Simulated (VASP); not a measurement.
# Be3Os2 (C2/m) in VASP: a series of runs

The runs below take Be3Os2 through single point, with PBE.

All numbers are computed with VASP 6.6.1; they aren't measurements. Logs are shortened: lines on timing, memory, paths and dates and some standing lists are left out, and cuts for length are marked.

## Step 1: Starting point

The structure is monoclinic, space group C2/m (No. 12). Conventional cell: a = 11.007 Å, b = 2.815 Å, c = 7.353 Å, α = 90.00°, β = 117.64°, γ = 90.00°. Be (site symmetry m) has 3 Os at 2.03 to 2.06 Å as nearest neighbours. Be (site symmetry m) has 4 Os at 1.99 to 2.24 Å as nearest neighbours. Around Be (site symmetry m) lie 3 Os at 1.98 to 2.02 Å. Around Os (site symmetry m) lie 5 Be at 2.02 to 2.24 Å. Os (site symmetry m) is surrounded by 5 Be at 1.98 to 2.06 Å.

The cell was built by a generator and needn't be a form met in nature.

## Step 2: Single point, PBE

INCAR

```
ALGO = Fast ; EDIFF = 1E-6
ENCUT = 520 ; GGA = PE
ISIF = 2 ; ISMEAR = 0
LASPH = True ; LCHARG = False
LREAL = False ; LWAVE = False
NBANDS = 33 ; NELM = 80
PREC = Accurate ; SIGMA = 0.2233
```

KPOINTS

```
k-points
0
Gamma
  7 7 7
```

POSCAR

```
Be3Os2
1.0
    0.0000000000      2.8147500000      0.0000000000
    5.5033960000     -1.4073750000      0.0000000000
   -2.0922150000      1.4073750000     -6.5139090000
Be Os
6 4
Direct
    0.6590500000      0.8064500000      0.4883500000
    0.3409500000      0.1935500000      0.5116500000
    0.7692500000      0.6560500000      0.1175500000
    0.2307500000      0.3439500000      0.8824500000
    0.9503500000      0.6316900000      0.7309900000
    0.0496500000      0.3683100000      0.2690100000
    0.4098300000      0.7677400000      0.9480800000
    0.5901700000      0.2322600000      0.0519200000
    0.1369000000      0.9807200000      0.7069200000
    0.8631000000      0.0192800000      0.2930800000
```

Potentials or basis: VASP PAW PBE potentials, release 64 (Be, Os).

On the command line:

```sh
cat potpaw_PBE.64/Be/POTCAR potpaw_PBE.64/Os/POTCAR > POTCAR
mpirun -np 1 vasp_std > vasp.out
```

OUTCAR:

```text
EDIFF = 1E-6
   ENCUT = 520
   GGA = PE
   ISIF = 2
   ISMEAR = 0
   LASPH = True
   LREAL = False
   NELM = 80
   PREC = Accurate

 ion  position               nearest neighbor table
   1  0.659  0.806  0.488-  10 2.03   9 2.06   9 2.06
   2  0.341  0.194  0.512-   9 2.03  10 2.06  10 2.06
   3  0.769  0.656  0.118-  10 1.99   7 2.03   7 2.03   8 2.24
   4  0.231  0.344  0.882-   9 1.99   8 2.03   8 2.03   7 2.24
   5  0.950  0.632  0.731-   9 1.98   7 2.02   7 2.02
   6  0.050  0.368  0.269-  10 1.98   8 2.02   8 2.02
   7  0.410  0.768  0.948-   5 2.02   5 2.02   3 2.03   3 2.03   4 2.24   8 2.44   9 2.69   9 2.69
                            10 2.73  10 2.73
   8  0.590  0.232  0.052-   6 2.02   6 2.02   4 2.03   4 2.03   3 2.24   7 2.44  10 2.69  10 2.69
                             9 2.73   9 2.73
   9  0.137  0.981  0.707-   5 1.98   4 1.99   2 2.03   1 2.06   1 2.06   7 2.69   7 2.69   8 2.73
                             8 2.73  10 3.23  10 3.23
  10  0.863  0.019  0.293-   6 1.98   3 1.99   1 2.03   2 2.06   2 2.06   8 2.69   8 2.69   7 2.73
                             7 2.73   9 3.23   9 3.23

  LATTYP: Found a base centered monoclinic cell.
 ALAT       =    11.0067920000
 B/A-ratio  =     0.2557284629
 C/A-ratio  =     0.6680455027
 COS(beta)  =    -0.4639145138

  Lattice vectors:

 A1 = (  -5.5033960000,  -1.4073750000,   0.0000000000)
 A2 = (  -5.5033960000,   1.4073750000,   0.0000000000)
 A3 = (   3.4111810000,   0.0000000000,  -6.5139090000)

Analysis of symmetry for initial positions (statically):
=====================================================================
 Subroutine PRICEL returns:
 Original cell was already a primitive cell.

 Routine SETGRP: Setting up the symmetry group for a
 base centered monoclinic supercell.

 Subroutine GETGRP returns: Found  4 space group operations
 (whereof  4 operations were pure point group operations)
 out of a pool of  4 trial point group operations.

The static configuration has the point symmetry C_2h.

Analysis of symmetry for dynamics (positions and initial velocities):
=====================================================================
 Subroutine PRICEL returns:
 Original cell was already a primitive cell.

 Routine SETGRP: Setting up the symmetry group for a
 base centered monoclinic supercell.

 Subroutine GETGRP returns: Found  4 space group operations
 (whereof  4 operations were pure point group operations)
 out of a pool of  4 trial point group operations.

The dynamic configuration has the point symmetry C_2h.

 Subroutine INISYM returns: Found  4 space group operations
 (whereof  4 operations are pure point group operations),
 and found     1 'primitive' translations

----------------------------------------------------------------------------------------

                                     Primitive cell

  volume of cell :     100.9049

  direct lattice vectors                    reciprocal lattice vectors
     0.000000000  2.814750000  0.000000000     0.090852993  0.355271338  0.047577577
     5.503396000 -1.407375000  0.000000000     0.181705987  0.000000000 -0.058362496
    -2.092215000  1.407375000 -6.513909000     0.000000000  0.000000000 -0.153517650

  length of vectors
     2.814750000  5.680499267  6.984917928     0.369777793  0.190848753  0.153517650

  position of ions in fractional coordinates (direct lattice)
     0.659050000  0.806450000  0.488350000
     0.340950000  0.193550000  0.511650000
     0.769250000  0.656050000  0.117550000
     0.230750000  0.343950000  0.882450000
     0.950350000  0.631690000  0.730990000
     0.049650000  0.368310000  0.269010000
     0.409830000  0.767740000  0.948080000
     0.590170000  0.232260000  0.051920000
     0.136900000  0.980720000  0.706920000
     0.863100000  0.019280000  0.293080000

  ion indices of the primitive-cell ions
   primitive index   ion index
                 1           1
                 2           2
                 3           3
                 4           4
                 5           5
                 6           6
                 7           7
                 8           8
                 9           9
                10          10

----------------------------------------------------------------------------------------

 KPOINTS: k-points

Automatic generation of k-mesh.
 Grid dimensions read from file:
 generate k-points for:    7    7    7

 Generating k-lattice:

  Cartesian coordinates                     Fractional coordinates (reciprocal lattice)
     0.012978999  0.050753048  0.006796797     0.142857143  0.000000000  0.000000000
     0.025957998  0.000000000 -0.008337499     0.000000000  0.142857143  0.000000000
     0.000000000  0.000000000 -0.021931093     0.000000000  0.000000000  0.142857143

  Length of vectors
     0.052825399  0.027264108  0.021931093

  Shift w.r.t. Gamma in fractional coordinates (k-lattice)
     0.000000000  0.000000000  0.000000000

 Subroutine IBZKPT returns following result:
 ===========================================

 Found    100 irreducible k-points:

 Following reciprocal coordinates:
            Coordinates               Weight
  0.000000  0.000000  0.000000      1.000000
  0.142857 -0.000000 -0.000000      4.000000
  0.285714  0.000000 -0.000000      4.000000
  0.428571  0.000000 -0.000000      4.000000
  0.000000  0.142857  0.000000      2.000000
  0.142857  0.142857  0.000000      4.000000
[... 16 lines left out ...]
 -0.428571  0.428571  0.000000      4.000000
 -0.285714  0.428571  0.000000      4.000000
 [... further k-points ...]
   k-points           NKPTS =    100   k-points in BZ     NKDIM =    100   number of bands    NBANDS=     33
   number of dos      NEDOS =    301   number of ions     NIONS =     10
   total plane-waves  NPLWV =  54432
   dimension x,y,z NGX =    24 NGY =   42 NGZ =   54
   dimension x,y,z NGXF=    48 NGYF=   84 NGZF=  108
   ions per type =               6   4
   NGX,Y,Z   is equivalent  to a cutoff of  14.17, 12.29, 12.85 a.u.
   NGXF,Y,Z  is equivalent  to a cutoff of  28.35, 24.58, 25.70 a.u.
 SYSTEM =  unknown system
   PREC   = accura    normal or accurate (medium, high low for compatibility)
   ISTART =      0    job   : 0-new  1-cont  2-samecut
   ICHARG =      2    charge: 1-file 2-atom 10-const
   ISPIN  =      1    spin polarized calculation?
   LNONCOLLINEAR =      F non collinear calculations
   LSORBIT =      F    spin-orbit coupling
   LASPH  =      T    aspherical Exc in radial PAW
   ENCUT  =  520.0 eV  38.22 Ry    6.18 a.u.   5.23 10.56 12.99*2*pi/ulx,y,z
   NELM   =     80;   NELMIN=  2; NELMDL= -5     # of ELM steps
   EDIFF  = 0.1E-05   stopping-criterion for ELM
   LREAL  =      F    real-space projection
   EDIFFG = 0.1E-04   stopping-criterion for IOM
   NSW    =      0    number of steps for IOM
   IBRION =     -1    ionic relax: 0-MD 1-quasi-New 2-CG
   NFREE  =      0    steps in history (QN), initial steepest desc. (CG)
   ISIF   =      2    stress and relaxation
   ISYM   =      2    0-nonsym 1-usesym 2-fastsym
   POTIM  = 0.5000    time-step for ionic-motion
   TEBEG  =    0.0;   TEEND  =   0.0 temperature during run
   PSTRESS=    0.0 pullay stress
   NELECT =      44.0000    total number of electrons
   NUPDOWN=      -1.0000    fix difference up-down
   EMIN   =  10.00;   EMAX   =-10.00  energy-range for DOS
   EFERMI =   0.00;   METHOD = LEGACY
   ISMEAR =     0;   SIGMA  =   0.22  broadening in eV -4-tet -1-fermi 0-gaus
   EFERMI_NEDOS =   21; number of points for ismear=-14 and -15
   IALGO  =     68    algorithm
   IMIX   =      4    mixing-type and parameters
     AMIX     =   0.40;   BMIX     =  1.00
     AMIX_MAG =   1.60;   BMIX_MAG =  1.00
  volume/ion in A,a.u.               =      10.09        68.09
  Fermi-wavevector in a.u.,A,eV,Ry     =   1.241428  2.345959 20.968539  1.541144
  Thomas-Fermi vector in A             =   2.375826
   LORBIT       =      0    0 simple, 1 ext, 2 COOP (PROOUT), +10 PAW based schemes
   GGA     = PE    functional components
   LHFCALC =     F    Hartree Fock is set to
   AEXX    =    0.0000 exact exchange contribution
   IVDW    =     0    specifies the selected vdW correction
   LEPSILON=     F    determine dielectric tensor
   LRPA    =     F    only Hartree local field effects (RPA)
 non-spin polarized calculation
 RMM-DIIS sequential band-by-band and
 Gauss-broadening in eV      SIGMA  =   0.22
  energy-cutoff  :      520.00
  volume of cell :      100.90
 maximum number of plane-waves:      2739
 NGX is ok and might be reduce to    24
   NGX = 11   NGY = 21   NGZ = 25

 number of electron      44.0000000 magnetization

 Free energy of the ion-electron system (eV)
  ---------------------------------------------------
  ext. energy  EPLUGINS =         0.00000000
  ---------------------------------------------------
  free energy    TOTEN  =       -55.11446668 eV

  energy without entropy =      -55.00234357  energy(sigma->0) =      -55.05840513

 E-fermi :   8.0272     XC(G=0): -12.3209

 val. band max:        8.0265545718   @ k =   0.0000   0.1429   0.0000
 cond. band min:       8.0312357159   @ k =   0.4286   0.1429   0.1429
 fundamental gap:      0.0046811441
 Fermi energy:         8.0272247802

 k-point     1 :       0.0000    0.0000    0.0000
  band No.  band energies     occupation
      1      -2.8162      2.00000
      2      -0.1942      2.00000
      3       0.1104      2.00000
      4       0.6401      2.00000
      5       1.5470      2.00000
      6       1.6704      2.00000
[... 25 lines left out ...]
     32      15.9080      0.00000
     33      15.9290      0.00000

 k-point     2 :       0.1429   -0.0000   -0.0000
  band No.  band energies     occupation
      1      -2.2768      2.00000
      2       0.2943      2.00000
      3       0.6387      2.00000
      4       1.1278      2.00000
      5       1.5263      2.00000
      6       2.0428      2.00000
[... 25 lines left out ...]
     32      14.9671      0.00000
     33      15.5037      0.00000

 k-point     3 :       0.2857    0.0000   -0.0000
  band No.  band energies     occupation
      1      -0.9017      2.00000
      2       0.7601      2.00000
      3       1.3998      2.00000
      4       1.6276      2.00000
      5       2.0042      2.00000
      6       2.0521      2.00000
[... 25 lines left out ...]
     32      14.1677      0.00000
     33      15.0644      0.00000

 k-point     4 :       0.4286    0.0000   -0.0000
  band No.  band energies     occupation
      1       0.5434      2.00000
      2       0.7295      2.00000
      3       0.9362      2.00000
      4       1.3892      2.00000
      5       1.5151      2.00000
      6       1.8684      2.00000
[... 25 lines left out ...]
     32      13.0815      0.00000
     33      13.8915      0.00000

 k-point     5 :       0.0000    0.1429    0.0000
  band No.  band energies     occupation
      1      -2.7187      2.00000
      2      -0.2716      2.00000
      3       0.0870      2.00000
      4       0.6308      2.00000
      5       1.3963      2.00000
      6       1.6318      2.00000
[... 604 lines left out ...]
 k-point    22 :       0.4286    0.4286   -0.0000
  band No.  band energies     occupation
      1       0.4631      2.00000
      2       0.6356      2.00000
      3       0.9388      2.00000
      4       1.4593      2.00000
      5       1.5475      2.00000
      6       2.0702      2.00000
[... 25 lines left out ...]
     32      13.2465      0.00000
     33      13.5966      0.00000

 k-point    23 :      -0.4286    0.4286    0.0000
  band No.  band energies     occupation
      1       0.4583      2.00000
      2       0.6850      2.00000
      3       0.8111      2.00000
      4       1.4051      2.00000
      5       1.5548      2.00000
      6       2.2367      2.00000
[... 25 lines left out ...]
     32      13.1216      0.00000
     33      13.6539      0.00000

 k-point    24 :      -0.2857    0.4286    0.0000
  band No.  band energies     occupation
      1      -0.5496      2.00000
      2       0.5152      2.00000
      3       0.9162      2.00000
      4       1.8951      2.00000
      5       2.1040      2.00000
      6       2.1450      2.00000
[... 25 lines left out ...]
     32      14.1596      0.00000
     33      15.2055      0.00000

 [... further k-points ...]
[... 5 lines left out ...]
  --------------------------------------------------------------------------------------
  -------------------------------------------------------------------------------------
  Total       59.7380724     37.5802326     44.2438343      0.0000000      0.0000000     -2.1673841
  in kB      948.5265862    596.7023760    702.5076542      0.0000000      0.0000000    -34.4139235
  external PRESSURE =     749.2455388 kB  Pullay stress =       0.0000000 kB

 VOLUME and BASIS-vectors are now :
 -----------------------------------------------------------------------------
  energy-cutoff  :      520.00
  volume of cell :      100.90
      direct lattice vectors                 reciprocal lattice vectors
     0.000000000  2.814750000  0.000000000     0.090852993  0.355271338  0.047577577
     5.503396000 -1.407375000  0.000000000     0.181705987  0.000000000 -0.058362496
    -2.092215000  1.407375000 -6.513909000     0.000000000  0.000000000 -0.153517650

 POSITION                                       TOTAL-FORCE (eV/Angst)
 -----------------------------------------------------------------------------------
      3.41648      1.40738     -3.18107        -4.535500      0.000000      1.789331
     -0.00530      1.40738     -3.33284         4.535500     -0.000000     -1.789331
      3.36456      1.40737     -0.76571        -6.287948      0.000000     -2.039594
      0.04662      1.40738     -5.74820         6.287948     -0.000000      2.039594
      1.94705      2.81475     -4.76160        -5.367211      0.000000      5.087060
      1.46413     -0.00000     -1.75231         5.367211     -0.000000     -5.087060
      2.24159      1.40737     -6.17571         1.318263      0.000000      0.063257
      1.16959      1.40738     -0.33820        -1.318263     -0.000000     -0.063257
      3.91826     -0.00000     -4.60481        -0.513882     -0.000000     -0.979465
     -0.50708      2.81475     -1.90910         0.513882      0.000000      0.979465
 -----------------------------------------------------------------------------------
    total drift:                                0.000000     -0.000000     -0.000000

  FREE ENERGIE OF THE ION-ELECTRON SYSTEM (eV)
  ---------------------------------------------------
  free  energy   TOTEN  =       -55.1144666840 eV

  energy  without entropy=      -55.0023435735  energy(sigma->0) =      -55.05840513
```

It took 5.9 min on 1 thread of Intel Xeon Platinum 8259CL at 2.50GHz (Skylake/Cascade Lake), shared host; peak memory 0.41 GiB.

Results:

* Free energy: -55.1145 eV
* Pressure: 74.9 GPa
* Largest force: 7.395 eV/Å
* Band gap on the k mesh: none (metal or under the smearing width)

Forces in eV/Å, atoms in the order of the input:
```
Be  -4.535  0.000  1.789
Be   4.535  0.000 -1.789
Be  -6.288  0.000 -2.040
Be   6.288  0.000  2.040
Be  -5.367  0.000  5.087
Be   5.367  0.000 -5.087
Os   1.318  0.000  0.063
Os  -1.318  0.000 -0.063
Os  -0.514  0.000 -0.979
Os   0.514  0.000  0.979
```

Levels at points of the mesh, in eV from the Fermi level:
```tsv
k point	band 20	band 21	band 22	band 23	band 24	band 25
(0.00, 0.00, 0.00)	-1.17	-0.84	-0.50	-0.28	-0.02	0.81
```

Caveat: a pressure of tens of GPa on the cell as given is suspect, and the run, the potentials or the cell itself is likely at fault; forces of over 1 eV/Å show positions far from the minimum, so gaps and moduli don't describe the material at rest.

## Step 3: Single point, PBE

INCAR

```
PREC = Accurate ; ENCUT = 520
EDIFF = 1E-6 ; ISMEAR = 0
SIGMA = 0.2233 ; LREAL = False
LASPH = True ; NELM = 80
ALGO = Fast ; ISIF = 2
LWAVE = False ; LCHARG = False
GGA = PE ; NBANDS = 33
ISYM = 0
```

KPOINTS

```
regular mesh
0
Gamma
  7 7 7
```

POSCAR is that of step 2.

Potentials or basis: VASP PAW PBE potentials, release 64 (Be, Os).

On the command line:

```sh
cat potpaw_PBE.64/Be/POTCAR potpaw_PBE.64/Os/POTCAR > POTCAR
mpirun -np 1 vasp_std > vasp.out
```

Run time: 10 min. Hardware: 1 thread of Intel Xeon Platinum 8259CL at 2.50GHz (Skylake/Cascade Lake), shared host; peak memory 0.56 GiB.

Results (log left out):

```yaml
Free_energy: -55.1145 eV
Pressure: 75.0 GPa
Largest_force: 7.393 eV/Å
Band_gap_on_the_k_mesh: none (metal or under the smearing width)
```

Forces on the atoms (eV/Å):
```
Be  -4.535  0.000  1.789
Be   4.535  0.000 -1.789
Be  -6.286  0.000 -2.040
Be   6.286  0.000  2.040
Be  -5.366  0.000  5.086
Be   5.366  0.000 -5.086
Os   1.319  0.000  0.064
Os  -1.318  0.000 -0.063
Os  -0.514  0.000 -0.980
Os   0.514  0.000  0.979
```

Stress tensor (GPa, compression positive):
```
94.95  0.00 -3.45
 0.00 59.73  0.00
-3.45  0.00 70.34
```

Levels at points of the mesh, in eV from the Fermi level:
```csv
k point,band 20,band 21,band 22,band 23,band 24,band 25
"(0.00, 0.00, 0.00)",-1.17,-0.84,-0.50,-0.28,-0.02,0.81
```

Caveat: a pressure of tens of GPa on the cell as given is suspect, and the run, the potentials or the cell itself is likely at fault; forces of over 1 eV/Å show positions far from the minimum, so gaps and moduli don't describe the material at rest. The run has no spin-orbit coupling, so splittings on Os are missing.

## Step 4: Single point, PBE

INCAR

```
SYSTEM = Be3Os2
PREC = Accurate
ENCUT = 520
EDIFF = 1E-7
ISMEAR = 0
SIGMA = 0.2233
LREAL = .FALSE.
LASPH = .TRUE.
NELM = 60
ALGO = Normal
ISIF = 2
LWAVE = .FALSE.
LCHARG = .FALSE.
GGA = PE
NBANDS = 33
```

KPOINTS

```
Automatic mesh
0
Gamma
  7 7 7
  0.5 0.5 0.5
```

POSCAR is that of step 3.

On the command line:

```sh
cat potpaw_PBE.64/Be/POTCAR potpaw_PBE.64/Os/POTCAR > POTCAR
mpirun -np 1 vasp_std > vasp.out
```

Wall time 9.5 min (1 thread of Intel Xeon Platinum 8259CL at 2.50GHz (Skylake/Cascade Lake), shared host); peak memory 0.55 GiB.

The run converged. Its results:

```
Free energy            : -55.0782 eV
Pressure               : 75.1 GPa
Largest force          : 7.405 eV/Å
Band gap on the k mesh : none (metal or under the smearing width)
```

Forces on the atoms (eV/Å):
```
Be  -4.500  0.000  1.789
Be   4.500  0.000 -1.789
Be  -6.324  0.000 -2.067
Be   6.324  0.000  2.067
Be  -5.359  0.000  5.111
Be   5.359  0.000 -5.111
Os   1.340  0.000 -0.026
Os  -1.340  0.000  0.026
Os  -0.505  0.000 -1.089
Os   0.505  0.000  1.089
```

Stress tensor (GPa, compression positive):
```
95.10  0.00 -3.20
 0.00 59.90  0.00
-3.20  0.00 70.16
```

Levels at points of the mesh, in eV from the Fermi level:
| k point | band 18 | band 19 | band 20 | band 21 | band 22 | band 23 | band 24 | band 25 | band 26 | band 27 |
| --- | --- | --- | --- | --- | --- | --- | --- | --- | --- | --- |
| (0.50, 0.50, 0.50) | -1.01 | -0.76 | -0.64 | -0.21 | 0.34 | 1.32 | 1.66 | 1.84 | 2.57 | 2.82 |

Caveat: a pressure of tens of GPa on the cell as given is suspect, and the run, the potentials or the cell itself is likely at fault; forces of over 1 eV/Å show positions far from the minimum, so gaps and moduli don't describe the material at rest. Spin-orbit coupling is left out, which matters for the levels of Os.
